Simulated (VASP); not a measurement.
A run of VASP 6.6.1 is set up as follows.

The input INCAR:

```
ALGO     = Fast           # electronic algorithm
EDIFF    = 1E-4           # SCF threshold, eV
EDIFFG   = -0.08          # ionic threshold
ENCUT    = 520            # plane-wave cutoff, eV
GGA      = PE             # functional
IBRION   = 2              # ionic algorithm
ISIF     = 3              # what is computed and relaxed
ISMEAR   = 0              # smearing method
LASPH    = True           # aspherical terms in the spheres
LCHARG   = False          # write CHGCAR
LREAL    = False          # projectors in reciprocal space
LWAVE    = False          # write WAVECAR
NELM     = 60             # most SCF steps
NSW      = 24             # ionic steps
PREC     = Normal         # precision mode
SIGMA    = 0.15           # smearing width, eV
```

The input KPOINTS:

```
k-points
0
Gamma
  4 4 4
```

File POSCAR:

```
CdSb2O4
1.0
    2.3143141600      1.3361699000      7.9254392000
   -2.3143141600      1.3361699000      7.9254392000
    0.0000000000     -2.6723398100      7.9254392000
Cd Sb O
1 2 4
Direct
    0.0000000000      0.0000000000      0.0000000000
    0.0937170800      0.0937170800      0.0937170800
    0.9062829200      0.9062829200      0.9062829200
    0.7932742800      0.7932742800      0.7932742800
    0.5972729300      0.5972729300      0.5972729300
    0.2067257200      0.2067257200      0.2067257200
    0.4027270700      0.4027270700      0.4027270700
```

Potentials or basis: VASP PAW PBE potentials, release 64 (Cd, Sb, O).

Launch:

```console
$ cat potpaw_PBE.64/Cd/POTCAR potpaw_PBE.64/Sb/POTCAR potpaw_PBE.64/O/POTCAR > POTCAR
$ mpirun -np 1 vasp_std > vasp.out
```

**Question.** Estimate the relaxed volume.

**Answer.** 14.68 Å³/atom.

**Question.** Predict the relaxed cell.

**Answer.** a = 9.313 Å, b = 9.313 Å, c = 9.313 Å, α = 22.38°, β = 22.38°, γ = 22.38°.

**Question.** Estimate the space group after relaxing (to 0.05 Å).

**Answer.** R-3m (No. 166).

**Question.** Predict the band gap on the k mesh.

**Answer.** 1.28 eV, indirect (least direct gap 1.55 eV).

Stress tensor (GPa, compression positive):
```
 0.03  0.00  0.00
 0.00  0.03  0.00
 0.00  0.00 -0.09
```

Caveat: the volume moved by over 15 % at a fixed basis, so the end points are rough; spin-orbit coupling is left out, which moves the levels of the heavy elements. A k mesh can miss the band edges.
